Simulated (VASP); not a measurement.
Given:

```
CsCl
1.0
    0.00000     3.45062     3.45062
    3.45062     0.00000     3.45062
    3.45062     3.45062     0.00000
Cs Cl
1 1
Direct
  0.00000   0.00000   0.00000
  0.50000   0.50000   0.50000
```

The numbers are results of PBEsol GGA, VASP's PBE PAW potentials (set 64) (plane waves; VASP), not measurements. Run with 400 eV cut-off, Gaussian smearing of 0.050 eV, potentials Cs_sv Cl.

Unless said otherwise, spin-orbit coupling is left out, though it shifts the bands of the heavy elements here.

Task: Give the energies of bands 3 to 11 at the high-symmetry points, in eV from the valence-band maximum.

Result: 
```csv
band,Γ,X,U,L,W
3,-5.57,-6.07,-5.99,-5.69,-5.92
4,-5.57,-5.77,-5.74,-5.58,-5.92
5,-5.57,-5.77,-5.70,-5.58,-5.60
6,-0.05,-0.01,-0.31,-0.75,-0.48
7,-0.05,-0.01,-0.21,-0.45,-0.03
8,-0.05,0.00,-0.03,-0.45,-0.03
9,4.88,5.35,6.10,6.96,6.82
10,6.95,7.38,7.95,7.81,6.82
11,6.95,8.96,8.14,8.79,8.10
```

The gap is indirect, 4.88 eV, from the valence maximum at X to the conduction minimum at Γ.

The structure was generated: CsCl was put into the rock salt type (Fm-3m), which need not be its known phase. It was relaxed first, which changed the volume by -21 %.
